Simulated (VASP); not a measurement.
These are PBEsol GGA, VASP's PBE PAW potentials (set 64) (plane waves; VASP) values and carry that method's errors.

A VASP calculation is set up with these files.

POSCAR:
```
Al2Cu2
1
    0.0000000000     1.9403579091     1.9403579091
    1.9403579091     0.0000000000     1.9403579091
    7.3600470423     7.3600470423     0.4013845942
Cu Al
2 2
Direct
  0.9922078267   0.9922078267   0.0058441300
  0.0077921733   0.0077921733   0.2441558700
  0.0212902466   0.0212902466   0.4840323150
  0.9787097534   0.9787097534   0.7659676850
```

### INCAR
```
! general
SYSTEM   =  Al2Cu2
PREC     =  Accurate
ENCUT    =  400
LREAL    =  F   ! projection in real space or not
LASPH    =  T   ! aspherical one-centre terms

! electronic loop
EDIFF    =  1E-7   ! SCF stop (eV)
NELM     =  100   ! most electronic steps
ALGO     =  Normal
LMAXMIX  =  4

! smearing
ISMEAR   =  -5   ! tetrahedra, Bloechl

! functional
GGA      =  PS   ! PBEsol

! ions
ISIF     =  2

! output
LWAVE    =  F
LCHARG   =  T
LORBIT   =  11   ! lm-projected
NEDOS    =  601

! other
LEFG     =  T
```

File KPOINTS:
```
K-points
0
gamma
15 15 4
0 0 0
```

POTCAR, in this order: Cu Al (PBE.64 set). Program: vasp_std.

The run wrote:

File OSZICAR:
```
       N       E                     dE             d eps       ncg     rms          rms(c)
DAV:   1     0.146262252257E+03    0.14626E+03   -0.10547E+04  8952   0.167E+03
DAV:   2    -0.147150297721E+02   -0.16098E+03   -0.15627E+03  8938   0.310E+02
DAV:   3    -0.213922834854E+02   -0.66773E+01   -0.64511E+01 12022   0.868E+01
DAV:   4    -0.215594238097E+02   -0.16714E+00   -0.16653E+00 13720   0.120E+01
DAV:   5    -0.215608623846E+02   -0.14386E-02   -0.14479E-02 12660   0.121E+00    0.196E+01
DAV:   6    -0.262291307785E+02   -0.46683E+01   -0.15225E+02 12142   0.294E+02    0.168E+01
DAV:   7    -0.174987433847E+02    0.87304E+01   -0.35620E+01 12654   0.128E+02    0.463E+00
DAV:   8    -0.170020319682E+02    0.49671E+00   -0.50076E+00 13802   0.506E+01    0.157E+00
DAV:   9    -0.169766561033E+02    0.25376E-01   -0.32463E-01 13654   0.111E+01    0.291E-01
DAV:  10    -0.169774104107E+02   -0.75431E-03   -0.78682E-03 13620   0.198E+00    0.303E-01
DAV:  11    -0.169775402683E+02   -0.12986E-03   -0.35817E-04 13842   0.283E-01    0.262E-01
DAV:  12    -0.169765806493E+02    0.95962E-03   -0.72327E-03 13074   0.205E+00    0.147E-02
DAV:  13    -0.169765852783E+02   -0.46290E-05   -0.23531E-04 10588   0.156E-01    0.148E-02
DAV:  14    -0.169766039898E+02   -0.18711E-04   -0.13137E-05 14324   0.735E-02    0.165E-02
DAV:  15    -0.169765737149E+02    0.30275E-04   -0.24577E-05 13292   0.120E-01    0.218E-03
DAV:  16    -0.169765751410E+02   -0.14261E-05   -0.69142E-07 12744   0.118E-02    0.206E-03
DAV:  17    -0.169765752406E+02   -0.99584E-07   -0.87100E-09  5328   0.106E-03
   1 F= -.16976575E+02 E0= -.16976575E+02  d E =0.000000E+00
```

OUTCAR:
```
------------------------ aborting loop because EDIFF is reached ----------------------------------------
  FORCE on cell =-STRESS in cart. coord.  units (eV):
  Direction    XX          YY          ZZ          XY          YZ          ZX
  --------------------------------------------------------------------------------------
  Total       -0.0606477     -0.0606477     -0.0606477     -0.0472465      0.0472465      0.0472465
  in kB       -1.8024242     -1.8024242     -1.8024242     -1.4041474      1.4041474      1.4041474
  external PRESSURE =      -1.8024242 kB  Pullay stress =       0.0000000 kB
  volume of cell :       53.91
      direct lattice vectors                 reciprocal lattice vectors
     0.000000000  1.940357909  1.940357909    -0.264907874  0.250460964  0.264907874
     1.940357909  0.000000000  1.940357909     0.250460964 -0.264907874  0.264907874
     7.360047042  7.360047042  0.401384594     0.069838696  0.069838696 -0.069838696
 POSITION                                       TOTAL-FORCE (eV/Angst)
 -----------------------------------------------------------------------------------
      1.96825      1.96825      3.85282         0.010495      0.010495     -0.010495
      1.81212      1.81212      0.12824        -0.010495     -0.010495      0.010495
      3.60381      3.60381      0.27690         0.009444      0.009444     -0.009444
      7.53661      7.53661      4.10554        -0.009444     -0.009444      0.009444
 -----------------------------------------------------------------------------------
    total drift:                                0.000000      0.000000      0.000000
  FREE ENERGIE OF THE ION-ELECTRON SYSTEM (eV)
  ---------------------------------------------------
  free  energy   TOTEN  =       -16.9765752406 eV

  energy  without entropy=      -16.9765752406  energy(sigma->0) =      -16.97657524

 total charge

# of ion       s       p       d       tot
------------------------------------------
    1        0.446   0.397   9.154   9.997
    2        0.446   0.397   9.154   9.997
    3        0.417   0.390   0.000   0.808
    4        0.417   0.390   0.000   0.808
--------------------------------------------------
tot          1.726   1.575  18.307  21.609
```
(Selected blocks of OUTCAR.)

For a metal the tetrahedron method with Blöchl corrections gives inexact stress and forces.

The structure was generated: Al2Cu2 was put into an ordered model structure (R-3m), which need not be its known phase. It was relaxed first.
